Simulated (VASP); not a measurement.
```
Al2Cu
1.0
   -2.99890     2.99890     2.39274
    2.99890    -2.99890     2.39274
    2.99890     2.99890    -2.39274
Al Cu
4 2
Direct
  0.84139   0.65861   0.50000
  0.15861   0.34139   0.50000
  0.65861   0.15861   0.81722
  0.34139   0.84139   0.18278
  0.25000   0.25000   0.00000
  0.75000   0.75000   0.00000
```

Level of theory: PBE GGA, VASP's PBE PAW potentials (set 64) (plane waves; VASP 6.6.1). Numerical set-up: 300 eV cut-off, 6×6×6 Γ-centred mesh, Gaussian smearing of 0.27 eV, potentials Al Cu.

Task: Give the energies of bands 7 to 20 at the high-symmetry points, in eV from the Fermi level.

Result: 
| band | Γ | X | M | Z | P | N |
|---|---|---|---|---|---|---|
| 7 | -4.17 | -4.48 | -4.96 | -4.89 | -4.31 | -4.33 |
| 8 | -3.86 | -4.34 | -4.55 | -4.47 | -4.31 | -4.33 |
| 9 | -3.53 | -3.95 | -4.55 | -4.31 | -4.29 | -4.22 |
| 10 | -3.26 | -3.77 | -4.24 | -4.21 | -4.29 | -4.22 |
| 11 | -3.26 | -3.27 | -4.21 | -3.92 | -4.05 | -4.18 |
| 12 | -3.04 | -3.26 | -3.88 | -3.81 | -4.05 | -4.18 |
| 13 | -3.04 | -2.85 | -3.43 | -3.39 | -3.84 | -3.15 |
| 14 | -2.05 | -2.80 | -3.27 | -3.31 | -3.84 | -3.15 |
| 15 | -1.34 | -1.54 | -3.27 | -3.31 | 0.39 | -2.64 |
| 16 | -1.22 | -1.36 | -1.80 | -0.95 | 0.39 | -2.64 |
| 17 | -1.22 | -0.88 | 2.68 | 1.55 | 0.76 | 0.22 |
| 18 | -0.86 | -0.61 | 3.00 | 1.76 | 0.76 | 0.22 |
| 19 | -0.20 | 0.77 | 3.00 | 1.76 | 1.85 | 4.10 |
| 20 | 0.04 | 1.27 | 3.39 | 2.09 | 1.85 | 4.10 |

It has no gap at this level: it comes out as a metal or semimetal.

The structure comes from a computed database's Al2Cu entry; how it stands against other phases isn't given here. The cell was not relaxed at this level.
